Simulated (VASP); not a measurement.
H4C: band gap by level of theory

Space group P1 (No. 1). a = 12.228 Å, b = 12.728 Å, c = 13.228 Å, α = 90.00°, β = 90.00°, γ = 90.00°
```
atom  site  symmetry       x       y       z
   C    1a         1  0.5000  0.5039  0.5000
   H    1a         1  0.5176  0.4283  0.5363
   H    1a         1  0.5627  0.5613  0.5216
   H    1a         1  0.4194  0.5321  0.5244
   H    1a         1  0.5003  0.4940  0.4176
```

```tsv
rung	level	program and potentials	cutoff (eV)	k mesh	band gap (eV)	notes
GGA	PBE	VASP, PBE PAW files C, H, 400 eV	400	1 × 1 × 1	8.90	-
GGA	RPBE	VASP, PBE PAW files C, H, 400 eV	400	1 × 1 × 1	8.83	potentials made for PBE
non-local van der Waals functional	optB86b-vdW	VASP, PBE PAW files C, H, 400 eV	400	1 × 1 × 1	8.67	potentials made for PBE
meta-GGA + dispersion	r2SCAN+rVV10	VASP, PBE PAW files C, H, 400 eV	400	1 × 1 × 1	9.70	potentials made for PBE
```

Task: single point. All rows: no spin polarisation. Gaps are the least found on the k mesh or the band path, and a mesh can miss the band edges. The cell was made for these runs and isn't a measured one. All levels ran on this one cell, unrelaxed unless noted. Meshes are those of the run's cell of 5 atoms unless a note names another. Runs on faulty files, with rough fits or with known faults for this quantity aren't shown. No row holds spin-orbit coupling.

By rung: GGA 8.83 to 8.90; non-local van der Waals functional 8.67; meta-GGA + dispersion 9.70 (eV).

The cell holds an isolated methane molecule, so these gaps are separations between molecular levels, not the band gap of solid methane. They run from 8.67 eV with optB86b-vdW to 9.70 eV with r2SCAN+rVV10, while the two GGAs nearly coincide. The wide gap reflects strong C–H bonding: the highest occupied level is the triply degenerate C 2p–H 1s bonding set, and with no π or lone-pair levels above it, the lowest empty state is probably diffuse and close to the vacuum level. The higher r2SCAN+rVV10 value may stem from its orbital-dependent exchange-correlation operator or from its non-local correlation term.

All four values fall well short of methane's fundamental gap, the difference between ionisation energy and electron affinity. Semilocal potentials decay too fast outside the molecule, which leaves the occupied levels too shallow, and the eigenvalue gap omits the derivative discontinuity. Because a diffuse empty state is shaped by the surrounding vacuum, the gaps can't be taken as converged with box size.
